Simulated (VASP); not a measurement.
```yaml
crystal:
  lattice:
    - [1.79000, -3.10037, 0.00000]
    - [1.79000, 3.10037, 0.00000]
    - [0.00000, 0.00000, 5.62000]
  atoms:
    - { symbol: Ho, position: [0.33333, 0.66667, 0.25000] }
    - { symbol: Ho, position: [0.66667, 0.33333, 0.75000] }
```

The base run (VASP): PBE GGA, plane waves, VASP's PBE PAW potentials (set 64). Run with 400 eV cut-off, 11×11×6 Γ-centred mesh, first-order Methfessel-Paxton smearing of 0.10 eV, potentials Ho_3.

The 4f electrons are frozen in the core of the lanthanide potential, so 4f levels, which can set the real gap, and their magnetism are missing.

One setting is varied; ΔE counts from the most expensive setting. The base run took about 20 core-seconds. The timings are rough (shared machines, no repeats); factors under 2 mean little.

The pressure holds a Pulay error that falls with the cut-off, as the column shows.

```
setting      cost over the base run  electronic steps  ΔE (meV/atom)  pressure (GPa)
-----------  ----------------------  ----------------  -------------  --------------
ENCUT = 150               about 1/3                12           37.4           -0.41
ENCUT = 250    within a factor of 2                11            2.6            0.20
ENCUT = 350    within a factor of 2                11            0.6            0.23
base run                  reference                11            0.3            0.24
ENCUT = 500    within a factor of 2                11            0.1            0.24
ENCUT = 550    within a factor of 2                11            0.0            0.24
ENCUT = 650    within a factor of 2                11            0.0            0.24
ENCUT = 700           about 2 times                11            0.0            0.24
```

Left out are runs that failed, have no time on record or changed the cell.

The compound is Ho in the hcp structure. The cell was not relaxed at this level.
